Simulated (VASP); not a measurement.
Shape and ions are relaxed at each volume.

Energy against volume of La (dhcp). All values below come from rev-vdW-DF2, VASP's PBE PAW potentials (set 64) (plane waves; VASP).

| V (Å³/atom) | E (eV/atom) |
|---|---|
| 33.318 | -2.92733 |
| 34.382 | -2.93734 |
| 35.445 | -2.94124 |
| 36.508 | -2.93978 |
| 37.572 | -2.93350 |

**Question.** Fit a third-order Birch-Murnaghan equation of state.

**Answer.** 
```json
{
 "volume_per_atom": "35.67 Å³/atom",
 "bulk_modulus": "26.6 GPa",
 "pressure_derivative_of_the_bulk_modulus": "3.00"
}
```

Measured: bulk modulus 27.9 GPa (computed value off by -4.8 %), as given by Wikipedia, Lanthanum (infobox). The calculation is for a static lattice, while the measured bulk modulus holds thermal and zero-point effects, which are part of the difference.

The compound is La in the dhcp structure. It was relaxed first.
